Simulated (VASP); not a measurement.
Given:

```
CELL_PARAMETERS angstrom
      2.85141     1.64626     4.65336
     -2.85141     1.64626     4.65336
      0.00000    -3.29252     4.65336
ATOMIC_POSITIONS crystal
  Sc 0.50000 0.50000 0.50000
  Sc 0.00000 0.00000 0.00000
  F  0.72658 0.25000 0.77342
  F  0.27342 0.75000 0.22658
  F  0.77342 0.72658 0.25000
  F  0.22658 0.27342 0.75000
  F  0.25000 0.77342 0.72658
  F  0.75000 0.22658 0.27342
```

These are PBEsol GGA, VASP's PBE PAW potentials (set 64) (plane waves; VASP 6.6.1) values and carry that method's errors. Run with 400 eV cut-off, 5×5×5 Γ-centred mesh, Gaussian smearing of 0.010 eV, potentials Sc_sv F.

**Question.** Give the energies of bands 24 to 37 at the high-symmetry points, in eV from the valence-band maximum.

**Answer.** 
```csv
band,Γ,T,H2,L,S0,F
24,-0.56,-1.45,-1.08,-1.48,-1.00,-1.13
25,-0.54,-1.45,-0.92,-1.43,-0.94,-1.03
26,-0.54,-1.45,-0.92,-1.43,-0.87,-1.03
27,-0.51,-0.40,-0.77,-0.42,-0.86,-0.90
28,-0.51,-0.40,-0.77,-0.42,-0.82,-0.89
29,-0.50,-0.40,-0.74,-0.37,-0.68,-0.66
30,-0.01,-0.40,-0.74,-0.37,-0.50,-0.52
31,0.00,-0.29,-0.23,-0.27,-0.44,-0.50
32,0.00,-0.29,-0.23,-0.27,-0.10,0.00
33,6.21,6.98,6.67,6.99,6.49,6.25
34,6.21,6.98,6.67,6.99,6.95,7.02
35,6.21,7.03,7.07,7.02,6.96,7.03
36,7.64,7.03,7.07,7.02,7.14,7.11
37,7.66,7.03,7.37,7.03,7.17,7.13
```

The gap is direct, 6.21 eV, from the valence maximum at Γ to the conduction minimum at Γ.

The structure comes from a computed database's ScF3 entry; how it stands against other phases isn't given here. The cell was not relaxed at this level.
